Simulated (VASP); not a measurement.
## TaN: convergence with the SCF threshold and plane-wave cutoff

A convergence test on TaN: the SCF threshold and plane-wave cutoff. The series runs use PBEsol. The SCF threshold tried: EDIFF = 0.01; EDIFF = 0.001; EDIFF = 1E-04; EDIFF = 1E-05; EDIFF = 1E-06; EDIFF = 1E-08. The plane-wave cutoff tried: ENCUT = 240; ENCUT = 300; ENCUT = 360; ENCUT = 400; ENCUT = 460; ENCUT = 520; ENCUT = 640; ENCUT = 800. The start is a cell from a database of measured crystal structures.

Program: VASP 6.6.1. Level of theory: PBEsol; plane waves and PAW (Ta_pv, N). Results are calculated unless marked as measured.

This is a report of a sequence of runs, with most program output left out.

## Step 1: The starting structure

The structure is hexagonal, space group P-62m (No. 189). Conventional cell: a = 5.196 Å, b = 5.196 Å, c = 2.911 Å, α = 90.00°, β = 90.00°, γ = 120.00°. Ta has 6 N at 2.16 Å nearest. Nearest to Ta lie 3 N at 2.04 Å. N has 5 Ta at 2.04 to 2.16 Å nearest. Farther neighbours and most contacts between anions are not listed.

Coordinates:

```xyz
6
Lattice="5.1960 0.0000 0.0000 -2.5980 4.4999 0.0000 0.0000 0.0000 2.9110" Properties=species:S:1:pos:R:3 pbc="T T T"
Ta    0.0000    2.9999    1.4555
Ta    2.5980    1.5000    1.4555
Ta    0.0000    0.0000    0.0000
N     2.0412    0.0000    0.0000
N     1.5774    2.7321    0.0000
N    -1.0206    1.7678    0.0000
```

## Step 2: SCF threshold: EDIFF = 0.01

EDIFF stops the electronic loop; forces need it tighter than energies do. PBEsol restores the gradient expansion of exchange and is tuned for the cells of solids.

INCAR

```
SYSTEM = TaN
PREC = Accurate
ENCUT = 520
EDIFF = 0.01
NELM = 100
ISMEAR = -1
SIGMA = 0.05
LREAL = .FALSE.
ALGO = Normal
GGA = PS
NBANDS = 30
LASPH = .TRUE.
LORBIT = 11
LWAVE = .FALSE.
LCHARG = .FALSE.
KPAR = 4
ISIF = 2
```

POSCAR

```
TaN
1.0
    5.1960000000      0.0000000000      0.0000000000
   -2.5980000000      4.4998679981      0.0000000000
    0.0000000000      0.0000000000      2.9110000000
Ta N
3 3
Direct
    0.3333333333      0.6666666667      0.5000000000
    0.6666666667      0.3333333333      0.5000000000
    0.0000000000      0.0000000000      0.0000000000
    0.3928500000      0.0000000000      0.0000000000
    0.6071500000      0.6071500000      0.0000000000
    0.0000000000      0.3928500000      0.0000000000
```

KPOINTS

```
Automatic mesh
0
Gamma
5 5 8
0 0 0
```

The projector-augmented-wave data sets are Ta_pv and N (PBE family, release 64).

On the command line:

```sh
$ mpirun -np 4 vasp_std
```

Wall time 15 s (4 MPI ranks of AMD EPYC 7R43, shared host); peak memory 0.71 GiB.

The k-mesh is coarse for a metal. The PAW data sets were made with PBE, which is usual practice but a small mismatch for other functionals.

Numbers from this step:

| Property | Result |
| --- | --- |
| electronic steps | 10 |
| electrons | 48 |
| bands | 30 |
| irreducible k points | 25 |
| symmetry operations | 12 |
| free energy (TOTEN) | -71.4427 eV |
| energy at zero smearing | -71.4385 eV |
| Fermi energy | 8.352 eV |
| pressure | -2.895 GPa |
| metallic | yes |

The series starts at -11.9064 eV an atom and -2.89 GPa, after 10 cycles in 15 s.

## Step 3: SCF threshold: EDIFF = 0.001

INCAR: that of step 2 with these lines changed.

```diff
@@ -3,3 +3,3 @@
 ENCUT = 520
-EDIFF = 0.01
+EDIFF = 0.001
 NELM = 100
```

POSCAR is that of step 2.

KPOINTS is that of step 2.

On the command line:

```sh
$ mpirun -np 4 vasp_std
```

Elapsed: 16 s, on 4 MPI ranks; peak memory 0.74 GiB.

Against the run before the energy moves by +0.03 meV an atom and the pressure by -0.01 GPa, after 11 cycles in 16 s.

## Step 4: SCF threshold: EDIFF = 1E-04

INCAR: that of step 3 with these lines changed.

```diff
@@ -3,3 +3,3 @@
 ENCUT = 520
-EDIFF = 0.001
+EDIFF = 1E-04
 NELM = 100
```

POSCAR is that of step 3.

KPOINTS is that of step 3.

On the command line:

```sh
$ mpirun -np 4 vasp_std
```

It took 17 s on 4 MPI ranks; peak memory 0.71 GiB; 66 s of CPU time.

Against the run before the energy stays within 0.01 meV an atom; the pressure moves by -0.04 GPa, after 12 cycles in 17 s.

## Step 5: SCF threshold: EDIFF = 1E-05

INCAR: that of step 4 with these lines changed.

```diff
@@ -3,3 +3,3 @@
 ENCUT = 520
-EDIFF = 1E-04
+EDIFF = 1E-05
 NELM = 100
```

POSCAR is that of step 4.

KPOINTS is that of step 4.

On the command line:

```sh
$ mpirun -np 4 vasp_std
```

Run time: 18 s. Hardware: 4 MPI ranks; peak memory 0.72 GiB; 70 s of CPU time.

Against the run before the energy stays within 0.01 meV an atom; the pressure moves by +0.02 GPa, after 13 cycles in 18 s.

## Step 6: SCF threshold: EDIFF = 1E-06

INCAR: that of step 5 with these lines changed.

```diff
@@ -3,3 +3,3 @@
 ENCUT = 520
-EDIFF = 1E-05
+EDIFF = 1E-06
 NELM = 100
```

POSCAR is that of step 5.

KPOINTS is that of step 5.

On the command line:

```sh
$ mpirun -np 4 vasp_std
```

It took 20 s on 4 MPI ranks; peak memory 0.73 GiB.

Against the run before the energy stays within 0.01 meV an atom; the pressure moves by -0.02 GPa, after 14 cycles in 20 s.

## Step 7: SCF threshold: EDIFF = 1E-08

INCAR: that of step 6 with these lines changed.

```diff
@@ -3,3 +3,3 @@
 ENCUT = 520
-EDIFF = 1E-06
+EDIFF = 1E-08
 NELM = 100
```

POSCAR is that of step 6.

KPOINTS is that of step 6.

On the command line:

```sh
$ mpirun -np 4 vasp_std
```

It took 22 s on 4 MPI ranks; peak memory 0.73 GiB; 84 s of CPU time.

Against the run before the energy stays within 0.01 meV an atom; the pressure moves by +0.01 GPa, after 16 cycles in 22 s.

## Step 8: The SCF threshold series as a table

This step: convergence of PBEsol results with the threshold; plane waves and PAW (VASP 6.6.1).

Derived from the runs above.

Differences are taken from the run with EDIFF = 1E-08. Results of the series, by row:

| setting | status | energy less the reference (meV/atom) | pressure (GPa) | largest force difference (meV/Å) | SCF cycles | wall time (s) |
| --- | --- | --- | --- | --- | --- | --- |
| EDIFF = 0.01 | converged | -0.03001 | -2.895 | 10.79 | 10 | 15.4 |
| EDIFF = 0.001 | converged | -0.004622 | -2.904 | 3.513 | 11 | 16.2 |
| EDIFF = 1E-04 | converged | 4.67e-5 | -2.943 | 0.142 | 12 | 17 |
| EDIFF = 1E-05 | converged | -1.33e-5 | -2.922 | 0.108 | 13 | 18.2 |
| EDIFF = 1E-06 | converged | -5.00e-6 | -2.937 | 0.033 | 14 | 19.8 |
| EDIFF = 1E-08 | converged | 0 | -2.93 | 0 | 16 | 22 |

## Step 9: Plane-wave cutoff: ENCUT = 240

This step: PBEsol; plane waves and PAW (Ta_pv, N) (VASP 6.6.1).

The basis grows with ENCUT, and energy and stress both move with it.

INCAR: that of step 7 with these lines changed.

```diff
@@ -2,4 +2,4 @@
 PREC = Accurate
-ENCUT = 520
-EDIFF = 1E-08
+ENCUT = 240
+EDIFF = 1E-06
 NELM = 100
```

POSCAR is that of step 7.

KPOINTS is that of step 7.

On the command line:

```sh
$ mpirun -np 4 vasp_std
```

It took 7 s on 4 MPI ranks; peak memory 0.4 GiB.

This step gave:

```yaml
electronic_steps: 13
free_energy_toten: -71.6328 eV
energy_at_zero_smearing: -71.6287 eV
fermi_energy: 8.430 eV
pressure: -45.61 GPa
```

The series starts at -11.9381 eV an atom and -45.61 GPa, after 13 cycles in 7 s.

## Step 10: Plane-wave cutoff: ENCUT = 300

INCAR: that of step 9 with these lines changed.

```diff
@@ -2,3 +2,3 @@
 PREC = Accurate
-ENCUT = 240
+ENCUT = 300
 EDIFF = 1E-06
```

POSCAR is that of step 9.

KPOINTS is that of step 9.

On the command line:

```sh
$ mpirun -np 4 vasp_std
```

Wall time 8.6 s (4 MPI ranks); peak memory 0.45 GiB; 32 s of CPU time.

Against the run before the energy moves by +41.61 meV an atom and the pressure by +23.38 GPa, after 13 cycles in 8.6 s.

## Step 11: Plane-wave cutoff: ENCUT = 360

INCAR: that of step 10 with these lines changed.

```diff
@@ -2,3 +2,3 @@
 PREC = Accurate
-ENCUT = 300
+ENCUT = 360
 EDIFF = 1E-06
```

POSCAR is that of step 10.

KPOINTS is that of step 10.

On the command line:

```sh
$ mpirun -np 4 vasp_std
```

The job ended after 11 s (4 MPI ranks; peak memory 0.51 GiB).

Against the run before the energy moves by -1.27 meV an atom and the pressure by +11.80 GPa, after 14 cycles in 11 s.

## Step 12: Plane-wave cutoff: ENCUT = 400

INCAR: that of step 11 with these lines changed.

```diff
@@ -2,3 +2,3 @@
 PREC = Accurate
-ENCUT = 360
+ENCUT = 400
 EDIFF = 1E-06
```

POSCAR is that of step 11.

KPOINTS is that of step 11.

On the command line:

```sh
$ mpirun -np 4 vasp_std
```

It took 14 s on 4 MPI ranks; peak memory 0.6 GiB.

Against the run before the energy moves by -9.20 meV an atom and the pressure by +4.30 GPa, after 14 cycles in 14 s.

## Step 13: Plane-wave cutoff: ENCUT = 460

INCAR: that of step 12 with these lines changed.

```diff
@@ -2,3 +2,3 @@
 PREC = Accurate
-ENCUT = 400
+ENCUT = 460
 EDIFF = 1E-06
```

POSCAR is that of step 12.

KPOINTS is that of step 12.

On the command line:

```sh
$ mpirun -np 4 vasp_std
```

Wall time 15 s (4 MPI ranks); peak memory 0.62 GiB.

Against the run before the energy moves by -0.29 meV an atom and the pressure by +2.65 GPa, after 14 cycles in 15 s.

## Step 14: Plane-wave cutoff: ENCUT = 520

INCAR: that of step 13 with these lines changed.

```diff
@@ -2,3 +2,3 @@
 PREC = Accurate
-ENCUT = 460
+ENCUT = 520
 EDIFF = 1E-06
```

POSCAR is that of step 13.

KPOINTS is that of step 13.

On the command line:

```sh
$ mpirun -np 4 vasp_std
```

It took 20 s on 4 MPI ranks; peak memory 0.72 GiB; 78 s of CPU time.

Against the run before the energy moves by +0.87 meV an atom and the pressure by +0.54 GPa, after 14 cycles in 20 s.

## Step 15: Plane-wave cutoff: ENCUT = 640

INCAR: that of step 14 with these lines changed.

```diff
@@ -2,3 +2,3 @@
 PREC = Accurate
-ENCUT = 520
+ENCUT = 640
 EDIFF = 1E-06
```

POSCAR is that of step 14.

KPOINTS is that of step 14.

On the command line:

```sh
$ mpirun -np 4 vasp_std
```

It took 29 s on 4 MPI ranks; peak memory 0.91 GiB.

Against the run before the energy moves by -1.89 meV an atom and the pressure by -0.11 GPa, after 14 cycles in 29 s.

## Step 16: Plane-wave cutoff: ENCUT = 800

INCAR: that of step 15 with these lines changed.

```diff
@@ -2,3 +2,3 @@
 PREC = Accurate
-ENCUT = 640
+ENCUT = 800
 EDIFF = 1E-06
```

POSCAR is that of step 15.

KPOINTS is that of step 15.

On the command line:

```sh
$ mpirun -np 4 vasp_std
```

The job ended after 35 s (4 MPI ranks; peak memory 0.99 GiB; 2.3 min of CPU time).

Against the run before the energy moves by -1.92 meV an atom and the pressure by +0.18 GPa, after 14 cycles in 35 s.

## Step 17: The plane-wave cutoff series as a table

This step: convergence of PBEsol results with the cutoff; plane waves and PAW (VASP 6.6.1).

Derived from the runs above.

Differences are taken from the run with ENCUT = 800. Results of the series, by row:

| setting | status | energy less the reference (meV/atom) | pressure (GPa) | largest force difference (meV/Å) | SCF cycles | wall time (s) |
| --- | --- | --- | --- | --- | --- | --- |
| ENCUT = 240 | converged | -27.92 | -45.61 | 37.04 | 13 | 7 |
| ENCUT = 300 | converged | 13.69 | -22.23 | 20.07 | 13 | 8.6 |
| ENCUT = 360 | converged | 12.43 | -10.43 | 19.5 | 14 | 11 |
| ENCUT = 400 | converged | 3.231 | -6.127 | 2.574 | 14 | 14.4 |
| ENCUT = 460 | converged | 2.945 | -3.473 | 1.382 | 14 | 14.8 |
| ENCUT = 520 | converged | 3.815 | -2.937 | 0.511 | 14 | 20 |
| ENCUT = 640 | converged | 1.922 | -3.049 | 0.621 | 14 | 29 |
| ENCUT = 800 | converged | 0 | -2.866 | 0 | 14 | 35 |

## Step 18: Results

| Quantity | Value |
| --- | --- |
| SCF threshold from which the energy stays within 10 meV/atom of the reference | EDIFF = 0.01 |
| SCF threshold from which the energy stays within 1 meV/atom of the reference | EDIFF = 0.01 |
| SCF threshold from which the pressure stays within 0.2 GPa of the reference | EDIFF = 0.01 |
| spread of the pressure over the SCF threshold | 0.0481 GPa |
| spread of the energy over the SCF threshold | 0.0301 meV/atom |
| plane-wave cutoff from which the energy stays within 10 meV/atom of the reference | ENCUT = 400 |
| plane-wave cutoff from which the energy stays within 1 meV/atom of the reference | none before the reference itself |
| plane-wave cutoff from which the pressure stays within 0.2 GPa of the reference | ENCUT = 520 |
| spread of the pressure over the plane-wave cutoff | 42.7 GPa |
| spread of the energy over the plane-wave cutoff | 41.6 meV/atom |

What this shows: From EDIFF = 0.01 on, the energy stays within 1 meV an atom of the reference, at 70 % of its time. The pressure holds within 0.2 GPa from EDIFF = 0.01 on. The loosest stop saves 6 of 16 cycles and costs -0.0 meV an atom, +0.04 GPa, 10.8 meV/Å in forces. No run before the reference (ENCUT = 800) settles within 1 meV an atom of it; the nearest step is off by +1.9 meV an atom, -0.18 GPa, 0.6 meV/Å in forces. The pressure holds within 0.2 GPa from ENCUT = 520 on. These cutoffs are 0.6 to 2 times the default of the data sets, about 400 eV; at the default the run is off by +3.2 meV an atom, -3.26 GPa, 2.6 meV/Å in forces, and at 1.3 times by +3.8 meV an atom, -0.07 GPa, 0.5 meV/Å in forces. Energy differences between like cells converge faster than these totals. Differences are taken from the run with ENCUT = 800, which is itself not the exact limit. The runs at ENCUT = 240; ENCUT = 300; ENCUT = 360; ENCUT = 400 are over 30 meV an atom or 2 GPa off and describe the material poorly.

[Lines on the potential files, build, host, timing and source positions are cut from VASP's logs without a mark.]

[Logs are printed without paths, hosts, clocks, repeated set-up lines and the standing remarks that a program may print on its own settings, such as how far it seeks lower states.]

[Hosts, paths, dates, database ids (printed as entryN), source tags and the programs' standing remarks are cut or masked in the printed files.]

[A measured line is paired with the nearest computed mode of its activity, which favours agreement.]
